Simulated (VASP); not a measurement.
Here is the system:

```
In3Na
1.0
   -2.29850     2.29850     4.67623
    2.29850    -2.29850     4.67623
    2.29850     2.29850    -4.67623
Na In
1 3
Direct
  0.00000   0.00000   0.00000
  0.75000   0.25000   0.50000
  0.25000   0.75000   0.50000
  0.50000   0.50000   0.00000
```

Calculation: PBEsol GGA, VASP's PBE PAW potentials (set 64) (plane waves; VASP). Settings: 400 eV cut-off, 11×11×11 Γ-centred mesh, tetrahedra with Blöchl corrections, potentials Na_pv In_d.

Unless said otherwise, spin-orbit coupling is left out, though it shifts the bands of the heavy elements here.

Task: Tabulate the total density of states (states/eV per cell) against energy (eV; zero at the valence-band maximum or, without a gap, the Fermi level).

Result: 
```
E (eV) | DOS (states/eV)
    -9.89 |  0.00
    -9.34 |  0.00
    -8.80 | ### 0.21
    -8.25 | ####### 0.53
    -7.70 | ########### 0.78
    -7.15 | ############## 1.00
    -6.61 | ########## 0.71
    -5.95 | ################## 1.29
    -5.40 | ############# 0.95
    -4.85 | ############ 0.90
    -4.30 | ################### 1.41
    -3.76 | ################ 1.18
    -3.21 | ################ 1.20
    -2.66 | ############## 1.04
    -2.11 | ############### 1.10
    -1.57 | ######################## 1.75
    -1.02 | #################### 1.50
    -0.47 | ######################### 1.82
     0.19 | ###################### 1.62
     0.73 | #################### 1.50
     1.28 | ########################## 1.90
     1.83 | #################### 1.46
     2.38 | ######################### 1.81
     2.93 | ############################## 2.20
     3.47 | ######################## 1.77
```
Within 2 eV below the Fermi level the largest weight inside VASP's projection spheres is In p, then In s.

The structure comes from a computed database's NaIn3 entry (I4/mmm); how it stands against other phases isn't given here. It was relaxed first.
